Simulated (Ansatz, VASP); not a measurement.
# TePtSe in two plane-wave programs, part 2 of 2

Wanted: the spread between two codes on one cell, functional and k mesh. Of the first pair: The structure shown is the start of the Ansatz relaxation below; VASP solves that cell, so the two are compared at the walk's first step.

VASP 6.6.1 and Ansatz 0.2.0.

So far. Step 3 (VASP: single point, PBEsol, start cell, pair 1): The run ends at a pressure of -0.23 GPa, with forces up to 1.3 eV/Å.

## (5) Ansatz: relaxation, PBEsol

Level of this step: Ansatz beside VASP: Kohn-Sham DFT, plane waves, PBEsol (Ansatz).

This run makes the geometry at which the two programs are then compared.

The structure compared here is the end of the Ansatz relaxation.

File input.yaml:

```yaml
crystal:
  lattice:
    - [3.65, 0.0, 0.0]
    - [-1.825, 3.16099, 0.0]
    - [0.0, 0.0, 20.0]
  atoms:
    - { symbol: Pt, position: [0.0, 0.0, 0.5] }
    - { symbol: Se, position: [0.333333, 0.666667, 0.575] }
    - { symbol: Te, position: [0.666667, 0.333333, 0.42] }
  periodic: [true, true, false]
kpoints:
  mp_grid: { grid: [6, 6, 1] }
hamiltonian:
  xc: pbesol
  pseudopotentials: { kind: paw, azcp: { folder: soft_1 }, xc_functional: pbe }
scf:
  occupations: { method: gaussian, width: 0.1 }
output:
  forces: true
  stress: true
  eigenvalues: true
relax:
  adjacent_minimum: "off"
  f_tol: 0.05
  max_steps: 80
  cell: { stress_2d_tol: 0.02 }
```

Command:

```console
$ ansatz run input.yaml --threads 4 --pin off --max-ram 16384MiB --backend cpu --events-out ev --progress --plain --runs-dir out
```

Numbers of over 12 decimals in the logs are rounded to 6 here.

Output:

```text
[...]
SCF iter   5: F=—  HF=-24712.137419 eV  |F-HF|=—  |Δ(HF+E_count)|=   7.87e-5  Δρ=3.98e-5  dr2=7.45e-6  ethr=5.96e-7  ⟨swp⟩=2.1  Hψ=247  notcnv=0
[...]
SCF iter   7: F=-24712.137420 eV  HF=-24712.137420 eV  |F-HF|=2.97e-8  |Δ(HF+E_count)|=   4.28e-7  Δρ=2.55e-6  dr2=3.44e-8  ethr=6.00e-10  ⟨swp⟩=13.4  Hψ=1323  notcnv=0
[...]
° read free of the cell's end (the report's vacuum.weakly_bound_levels)
--- Relaxed structure (5 steps of the walk, 5 accepted, 1 SCFs on fresh bases) ---
[...]
cell:  # Å, volume = 383.9628 Å³
    - [3.844312, 0, 0]
    - [-1.922156, 3.329272, 0]
    - [0, 0, 30.0]
  atoms:
    - { symbol: Pt, position: [0, 0, 0.333603] }
    - { symbol: Se, position: [0.333333, 0.666667, 0.375930] }
    - { symbol: Te, position: [0.666667, 0.333333, 0.287134] }
[key lines of the parts left out:]
SCF converged after 10 iterations
Free energy (F): -24712.139432 eV
Fermi energy:    -4.746230 eV
P = ½ c Tr σ = -0.0005 N/m
```

## (6) VASP: single point, PBEsol, relaxed cell, pair 2

The same cell, functional, mesh and smearing now go to VASP, with its own data sets.

File INCAR:

```
SYSTEM = TePtSe
PREC = Accurate
ENCUT = 400
EDIFF = 1E-06
NELM = 120
ISMEAR = 0
SIGMA = 0.1
LREAL = .FALSE.
ALGO = Normal
GGA = PS
NBANDS = 17
LASPH = .TRUE.
LORBIT = 11
LWAVE = .FALSE.
LCHARG = .FALSE.
ISIF = 2
LDIPOL = .TRUE.
IDIPOL = 3
DIPOL = 0.5 0.5 0.332
LVHAR = .TRUE.
GGA_COMPAT = .FALSE.
EFERMI = MIDGAP
NELMDL = -8
KPAR = 2
```

File POSCAR:

```
TePtSe
1.0
    3.8443121682      0.0000000000      0.0000000000
   -1.9221560841      3.3292719977      0.0000000000
    0.0000000000      0.0000000000     30.0000000000
Pt Se Te
1 1 1
Direct
    0.0000000000      0.0000000000      0.3336032442
    0.3333333333      0.6666666667      0.3759298565
    0.6666666667      0.3333333333      0.2871335659
```

File KPOINTS:

```
Automatic mesh
0
Gamma
6 6 1
0 0 0
```

Potentials, in the order of the species: Pt, Se and Te (PBE family, release 64).

Command:

```console
$ mpirun -np 2 vasp_std
```

Output:

```text
[banner, memory and clock lines left out]
running    2 mpi-ranks, on    1 nodes
[...]
[... a notice as in an earlier step ...]

 LDA part: xc-table for (Slater+PW92), standard interpolation
 POSCAR, INCAR and KPOINTS ok, starting setup
[...]
entering main loop
       N       E                     dE             d eps       ncg     rms          rms(c)
DAV:   1     0.157620100953E+03    0.15762E+03   -0.57770E+03   238   0.721E+02
DAV:   2     0.301280416545E+01   -0.15461E+03   -0.14696E+03   382   0.144E+02
DAV:   3    -0.157081266228E+02   -0.18721E+02   -0.18522E+02   296   0.636E+01
DAV:   4    -0.160837297507E+02   -0.37560E+00   -0.37305E+00   322   0.102E+01
[...]
DAV:  23    -0.152920962095E+02   -0.77327E-05   -0.39234E-07   246   0.253E-03    0.717E-04
DAV:  24    -0.152920995879E+02   -0.33784E-05   -0.98744E-08   252   0.123E-03    0.904E-04
DAV:  25    -0.152921004054E+02   -0.81747E-06   -0.11920E-08   272   0.575E-04
   1 F= -.15292100E+02 E0= -.15292100E+02  d E =-.161695E-13
```

OUTCAR, selected parts (step 6):

```text
  Total       -0.0194593     -0.0194593     -0.0200394      0.0000000      0.0000000      0.0000000
  in kB       -0.0811986     -0.0811986     -0.0836193      0.0000000      0.0000000      0.0000000
  external PRESSURE =      -0.0820055 kB  Pullay stress =       0.0000000 kB

 POSITION                                       TOTAL-FORCE (eV/Angst)
 -----------------------------------------------------------------------------------
      0.00000      0.00000     10.00810         0.000000     -0.000000     -0.017930
     -0.00000      2.21951     11.27790         0.000000     -0.000000      0.009977
      1.92216      1.10976      8.61401        -0.000000      0.000000      0.007953
 -----------------------------------------------------------------------------------
    total drift:                                0.000000     -0.000000     -0.000496

  FREE ENERGIE OF THE ION-ELECTRON SYSTEM (eV)
  ---------------------------------------------------
  free  energy   TOTEN  =       -15.2921004054 eV

  energy  without entropy=      -15.2921004054  energy(sigma->0) =      -15.29210041

[... 1 part as in an earlier step ...]

[... 2 further parts left out ...]
[key lines of the parts left out:]
E-fermi :  -2.6377
```

The run ends at a pressure of -0.01 GPa, with forces up to 0.018 eV/Å.

## (7) Comparison

What differs besides the data sets and the points named for the pairs above, as far as they apply: the data sets hold 50 valence electrons in Ansatz (on its PAW soft_1 files) and 22 in VASP. Total energies have different zeros and are not compared.

Both answers:

```
              quantity  Ansatz   VASP  difference
gap on the k mesh (eV)   1.037  1.033      +0.004
```

At this near-relaxed geometry the largest component of a force difference is 8 meV/Å. A gap on the mesh is an upper bound, since the band edges may lie between its points; neither run holds spin-orbit coupling, which can move the band edges of a compound of Pt. With vacuum in the cell, a pressure given here is an average over mostly empty space and none of the material.

## (8) Summary of results

```yaml
r_m_s_force_difference_single_point_pbesol_start_cell_pair_1: 0.74 % of the r.m.s. force
difference_in_gap_on_the_k_mesh_single_point_pbesol_relaxed_cell_pair_2: 0.0035 eV
```

**Reading.** The r.m.s. force difference is 0.74 % of the r.m.s. force (single point, PBEsol, start cell, pair 1), within the 3 % picked in this series as the mark of a large difference. The data sets hold unlike numbers of valence electrons (50 in Ansatz and 22 in VASP), so part of the differences comes from the potentials. How closely two codes agree says nothing of how well the functional describes the real material.

[Lines on the potential files, build, host, timing and source positions are cut from VASP's logs without a mark.]

[Logs are printed without paths, hosts, clocks, repeated set-up lines and the standing remarks that a program may print on its own settings, such as how far it seeks lower states.]

[Hosts, paths, dates, database ids (printed as entryN), source tags and the programs' standing remarks are cut or masked in the printed files.]
